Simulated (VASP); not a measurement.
Here is the system:

```
Si
1.0
    0.00000     2.73421     2.73421
    2.73421     0.00000     2.73421
    2.73421     2.73421     0.00000
Si
2
Cartesian
  0.00000   0.00000   0.00000
  1.36710   1.36710   1.36710
```

Computed with PBE GGA, VASP's PBE PAW potentials (set 64) (plane waves; VASP). Numerical set-up: 400 eV cut-off, 19×19×19 Γ-centred mesh, Gaussian smearing of 0.010 eV, potentials Si.

### Question
Estimate the energy per atom (σ→0).

### Answer

| Item | Value |
|---|---|
| energy per atom (σ→0) | -5425 meV/atom |

The compound is Si in the diamond structure. It was relaxed first.
